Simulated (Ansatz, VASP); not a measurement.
## One calculation of LiAlO, two programs

```
Li Al O
1.0
     3.51070    0.00000    0.00000
     0.00000    3.51070    0.00000
     0.00000    0.00000    6.60885
Li Al O
2 2 2
Direct
  0.50000 0.00000 0.41289
  0.00000 0.50000 0.58711
  0.50000 0.00000 0.87080
  0.00000 0.50000 0.12920
  0.00000 0.00000 0.00000
  0.50000 0.50000 0.00000
```

Change from the starting cell: species swapped into the SrClF type (P4/nmm, No. 129).

Alike in both runs: functional PBE; k mesh 10 × 10 × 6; occupations gaussian, width 0.01 eV; no spin polarisation.

Ansatz relaxed the structure, and its values are those at the end. VASP's run is a single point on that final structure, the one shown.

|  | VASP | Ansatz |
| --- | --- | --- |
| version | VASP 6.6.1 | Ansatz 0.2.0 |
| potentials or method | VASP PAW PBE potentials, release 64 (Li_sv, Al, O) | scalar-relativistic, plane waves, PAW |
| plane-wave cutoff (eV) | 520 | 420 |
| valence electrons in the cell | 24 | 24 |

|  | VASP | Ansatz | Ansatz less VASP |
| --- | --- | --- | --- |
| gap on the k mesh at the Fermi level (eV) | 0.17 | 0.17 | -0.005 |
| least direct gap on the mesh (eV) | 0.17 | 0.17 | -0.005 |
